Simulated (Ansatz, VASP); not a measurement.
# Te2Mo: VASP beside Ansatz

Aim: how closely do two programs agree when they are given the same cell, functional and k mesh? Other levels of theory on this material are compared in a session of their own.

Calculated with Ansatz 0.2.0; plane waves, with VASP 6.6.1 beside it; band structure at HSE03.

### Step 1. Starting point

The structure is hexagonal, space group P6_3/mmc (No. 194). Conventional cell: a = 3.518 Å, b = 3.518 Å, c = 13.974 Å, α = 90.00°, β = 90.00°, γ = 120.00°. Nearest to Te lie 3 Mo at 2.72 Å. Mo has 6 Te at 2.72 Å nearest. Farther neighbours and most contacts between anions are not listed.

### Step 2. VASP: band structure, HSE03

Levels along a path test the potential and the projectors away from the mesh points.

Lines of VASP's logs that name or quote its potential files are left out, and so is its time.

The run reads the wave functions of an earlier VASP run, which isn't shown here.

INCAR reads:

```
SYSTEM = Te2Mo
PREC = Accurate
ENCUT = 400
EDIFF = 1E-06
NELM = 100
ISMEAR = 0
SIGMA = 0.02
LREAL = .FALSE.
ALGO = Normal
LHFCALC = .TRUE.
AEXX = 0.25
GGA = PE
HFSCREEN = 0.3
LASPH = .TRUE.
NBANDS = 32
PRECFOCK = Fast
LORBIT = 11
LWAVE = .FALSE.
LCHARG = .FALSE.
KPAR = 2
```

POSCAR reads:

```
Te2Mo
1.0
    3.5182000000      0.0000000000      0.0000000000
   -1.7591000000      3.0468505756      0.0000000000
    0.0000000000      0.0000000000     13.9736000000
Te Mo
4 2
Direct
    0.3333333333      0.6666666667      0.6210000000
    0.6666666667      0.3333333333      0.1210000000
    0.3333333333      0.6666666667      0.8790000000
    0.6666666667      0.3333333333      0.3790000000
    0.3333333333      0.6666666667      0.2500000000
    0.6666666667      0.3333333333      0.7500000000
```

KPOINTS reads:

```
Automatic mesh
0
Gamma
5 5 1
0 0 0
```

KPOINTS_OPT reads:

```
Line mode
6
Line-mode
Reciprocal
  0.00000000   0.00000000   0.00000000 GAMMA
  0.50000000   0.00000000   0.00000000 M

  0.50000000   0.00000000   0.00000000 M
  0.33333333   0.33333333   0.00000000 K

  0.33333333   0.33333333   0.00000000 K
  0.00000000   0.00000000   0.00000000 GAMMA

  0.00000000   0.00000000   0.00000000 GAMMA
  0.00000000   0.00000000   0.50000000 A

  0.00000000   0.00000000   0.50000000 A
  0.50000000   0.00000000   0.50000000 L

  0.50000000   0.00000000   0.50000000 L
  0.33333333   0.33333333   0.50000000 H

  0.33333333   0.33333333   0.50000000 H
  0.00000000   0.00000000   0.50000000 A

  0.50000000   0.00000000   0.50000000 L
  0.50000000   0.00000000   0.00000000 M

  0.33333333   0.33333333   0.00000000 K
  0.33333333   0.33333333   0.50000000 H
```

The projector-augmented-wave data sets are Te and Mo_sv (PBE family, release 64).

On the command line:

```bash
$ mpirun -np 8 vasp_std
```

Numbers of over 12 decimals in the logs are rounded to 6 here.

Output:

```text
[banner, memory and clock lines left out]
running    8 mpi-ranks, on    1 nodes
 distrk:  each k-point on    4 cores,    2 groups
 distr:  one band on    1 cores,    4 groups

 POSCAR found type information on POSCAR TeMo
 POSCAR found :  2 types and       6 ions
|                                                                             |
|           W    W    AA    RRRRR   N    N  II  N    N   GGGG   !!!           |
|           W    W   A  A   R    R  NN   N  II  NN   N  G    G  !!!           |
|           W    W  A    A  R    R  N N  N  II  N N  N  G       !!!           |
|           W WW W  AAAAAA  RRRRR   N  N N  II  N  N N  G  GGG   !            |
|           WW  WW  A    A  R   R   N   NN  II  N   NN  G    G                |
|           W    W  A    A  R    R  N    N  II  N    N   GGGG   !!!           |
|                                                                             |
|     For optimal performance we recommend to set                             |
|       NCORE = 2 up to number-of-cores-per-socket                            |
|     NCORE specifies how many cores store one orbital (NPAR=cpu/NCORE).      |
|     This setting can greatly improve the performance of VASP for DFT.       |
|     The default, NCORE=1 might be grossly inefficient on modern             |
|     multi-core architectures or massively parallel machines. Do your        |
|     Unfortunately you need to use the default for GW and RPA                |
|     calculations (for HF NCORE is supported but not extensively tested      |
|     yet).                                                                   |
|                                                                             |

 LDA part: xc-table for (Slater+PW92), standard interpolation
 found WAVECAR, reading the header
 POSCAR, INCAR and KPOINTS ok, starting setup
 FFT: planning ... GRIDC
 FFT: planning ... GRID_SOFT
 FFT: planning ... GRID
 reading WAVECAR
 the WAVECAR file was read successfully
 initial charge from wavefunction
 entering main loop
       N       E                     dE             d eps       ncg     rms          rms(c)
DAV:   1    -0.420492318038E+02   -0.42049E+02   -0.40469E+00   320   0.104E+01    0.219E+01
DAV:   2    -0.420139503681E+02    0.35281E-01   -0.26561E-01   320   0.342E+00    0.144E+01
DAV:   3    -0.420159294642E+02   -0.19791E-02   -0.21220E-02   336   0.744E-01    0.841E+00
DAV:   4    -0.420145963876E+02    0.13331E-02   -0.13320E-02   336   0.476E-01    0.491E+00
DAV:   5    -0.420143423555E+02    0.25403E-03   -0.25699E-03   320   0.304E-01    0.309E+00
DAV:   6    -0.420144076989E+02   -0.65343E-04   -0.56733E-04   368   0.984E-02    0.187E+00
DAV:   7    -0.420143695095E+02    0.38189E-04   -0.17243E-04   336   0.804E-02    0.110E+00
DAV:   8    -0.420143786199E+02   -0.91104E-05   -0.18057E-05   352   0.188E-02    0.665E-01
DAV:   9    -0.420143800856E+02   -0.14657E-05   -0.11042E-05   304   0.164E-02    0.398E-01
DAV:  10    -0.420143821742E+02   -0.20886E-05   -0.17355E-06   248   0.905E-03    0.233E-01
DAV:  11    -0.420143836677E+02   -0.14935E-05   -0.87632E-07   224   0.508E-03    0.135E-01
DAV:  12    -0.420143846285E+02   -0.96079E-06   -0.23409E-07   192   0.305E-03
   1 F= -.42014385E+02 E0= -.42014385E+02  d E =-.556923E-33
 Start KPOINTS_OPT (optional k-point list driver)
k-point batch [1-5\54]
       N       E                     dE             ncg
DAV:   1     0.247843833889E+02   -0.28088E+04      392
DAV:   2    -0.214451638757E+04   -0.21693E+04      376
DAV:   3    -0.233549404452E+04   -0.19098E+03      384
DAV:   4    -0.235064204325E+04   -0.15148E+02      432
DAV:   5    -0.235136302114E+04   -0.72098E+00      384
DAV:   6    -0.235140841241E+04   -0.45391E-01      408
DAV:   7    -0.235141186668E+04   -0.34543E-02      368
DAV:   8    -0.235141215954E+04   -0.29286E-03      328
DAV:   9    -0.235141218522E+04   -0.25682E-04      272
DAV:  10    -0.235141218755E+04   -0.23258E-05      256
DAV:  11    -0.235141218777E+04   -0.22493E-06      224
[...]
k-point batch [51-54\54]
       N       E                     dE             ncg
DAV:   1     0.163540476760E+04   -0.72593E+04      304
DAV:   2     0.332894031050E+01   -0.16321E+04      288
DAV:   3    -0.133802225704E+03   -0.13713E+03      328
DAV:   4    -0.144538700076E+03   -0.10736E+02      320
DAV:   5    -0.145000725512E+03   -0.46203E+00      296
DAV:   6    -0.145032382941E+03   -0.31657E-01      320
DAV:   7    -0.145035194906E+03   -0.28120E-02      296
DAV:   8    -0.145035460786E+03   -0.26588E-03      192
DAV:   9    -0.145035487806E+03   -0.27020E-04      224
DAV:  10    -0.145035490564E+03   -0.27578E-05      176
DAV:  11    -0.145035490858E+03   -0.29438E-06      176
```

Parts of OUTCAR (step 2):

```text
ion  position               nearest neighbor table
   1  0.333  0.667  0.621-   6 2.72   6 2.72   6 2.72   3 3.61
   2  0.667  0.333  0.121-   5 2.72   5 2.72   5 2.72   4 3.61
   3  0.333  0.667  0.879-   6 2.72   6 2.72   6 2.72   1 3.61
   4  0.667  0.333  0.379-   5 2.72   5 2.72   5 2.72   2 3.61
   5  0.333  0.667  0.250-   2 2.72   4 2.72   2 2.72   4 2.72   2 2.72   4 2.72
   6  0.667  0.333  0.750-   1 2.72   3 2.72   1 2.72   3 2.72   1 2.72   3 2.72

  LATTYP: Found a hexagonal cell.
 ALAT       =     3.5182000000
 C/A-ratio  =     3.9718037633

 Subroutine GETGRP returns: Found 24 space group operations
 (whereof 12 operations were pure point group operations)

The static configuration has the point symmetry D_3d.
 The point group associated with its full space group is D_6h.

 Found      5 irreducible k-points:

   k-points           NKPTS =      5   k-points in BZ     NKDIM =     25   number of bands    NBANDS=     32

   dimension x,y,z NGX =    24 NGY =   24 NGZ =   96
   dimension x,y,z NGXF=    48 NGYF=   48 NGZF=  192

   ENCUT  =  400.0 eV  29.40 Ry    5.42 a.u.   5.74  5.74 22.79*2*pi/ulx,y,z

   NELECT =      52.0000    total number of electrons

 k-points in reciprocal lattice and weights: Automatic mesh
   0.00000000  0.00000000  0.00000000       0.040
   0.20000000 -0.00000000  0.00000000       0.240
   0.40000000 -0.00000000  0.00000000       0.240
   0.20000000  0.20000000  0.00000000       0.240
   0.40000000  0.20000000  0.00000000       0.240

  exchange ACFDT corr.  =         0.00000000  see jH, gK, PRB 81, 115126

 average (electrostatic) potential at core
       1 -82.5716       2 -82.5716       3 -82.5716       4 -82.5716       5 -68.3687
       6 -68.3687

 E-fermi :   8.0798

 k-point     1 :       0.0000    0.0000    0.0000
  band No.  band energies     occupation
    ...
     22       6.7714      2.00000
     23       6.7717      2.00000
     24       6.7717      2.00000
     25       7.4639      2.00000
     26       7.9138      2.00000
     27      11.2437      0.00000
     28      11.2437      0.00000
     29      11.3827      0.00000
     30      11.3827      0.00000
     31      11.4929      0.00000
    ...

 k-point     2 :       0.2000   -0.0000    0.0000
  band No.  band energies     occupation
    ...
     22       6.3397      2.00000
     23       6.3447      2.00000
     24       6.8100      2.00000
     25       7.2030      2.00000
     26       7.2938      2.00000
     27       9.7298      0.00000
     28      10.2067      0.00000
     29      10.2253      0.00000
     30      10.4462      0.00000
     31      10.7604      0.00000
    ...

 k-point     3 :       0.4000   -0.0000    0.0000
  band No.  band energies     occupation
    ...
     22       6.1040      2.00000
     23       6.5268      2.00000
     24       6.7953      2.00000
     25       7.0774      2.00000
     26       7.3110      2.00000
     27       9.5250      0.00000
     28       9.5658      0.00000
     29       9.7191      0.00000
     30      10.0307      0.00000
     31      10.7493      0.00000
    ...

  energy-cutoff  :      400.00
  volume of cell :      149.79
      direct lattice vectors                 reciprocal lattice vectors
     3.518200000  0.000000000  0.000000000     0.284236257  0.164103880  0.000000000
    -1.759100000  3.046850576  0.000000000     0.000000000  0.328207759  0.000000000
     0.000000000  0.000000000 13.973600000     0.000000000  0.000000000  0.071563520

 POSITION                                       TOTAL-FORCE (eV/Angst)
 -----------------------------------------------------------------------------------
     -0.00000      2.03123      8.67761         0.000000     -0.000000      0.344056
      1.75910      1.01562      1.69081         0.000000     -0.000000      0.344056
     -0.00000      2.03123     12.28279         0.000000      0.000000     -0.344056
      1.75910      1.01562      5.29599         0.000000      0.000000     -0.344056
     -0.00000      2.03123      3.49340        -0.000000      0.000000      0.000000
      1.75910      1.01562     10.48020         0.000000     -0.000000     -0.000000
 -----------------------------------------------------------------------------------
    total drift:                                0.000000     -0.000000     -0.000002

  FREE ENERGIE OF THE ION-ELECTRON SYSTEM (eV)
  ---------------------------------------------------
  free  energy   TOTEN  =       -42.0143846285 eV

  energy  without entropy=      -42.0143846285  energy(sigma->0) =      -42.01438463

 total charge
# of ion       s       p       d       tot
------------------------------------------
    1        1.351   2.106   0.066   3.523
    2        1.351   2.106   0.066   3.523
    3        1.351   2.106   0.066   3.523
    4        1.351   2.106   0.066   3.523
    5        2.252   6.155   3.943  12.350
    6        2.252   6.155   3.943  12.350
--------------------------------------------------
tot          9.908  20.734   8.150  38.793

[... 2 further parts left out ...]
```

The k-mesh is coarse for exact exchange; levels may shift by about 0.1 eV on a finer one.

(Part 1 of 2 ends here.)

[Lines on the potential files, build, host, timing and source positions are cut from VASP's logs without a mark.]

[Logs are printed without paths, hosts, clocks, repeated set-up lines and the standing remarks that a program may print on its own settings, such as how far it seeks lower states.]

[Hosts, paths, dates, database ids (printed as entryN), source tags and the programs' standing remarks are cut or masked in the printed files.]
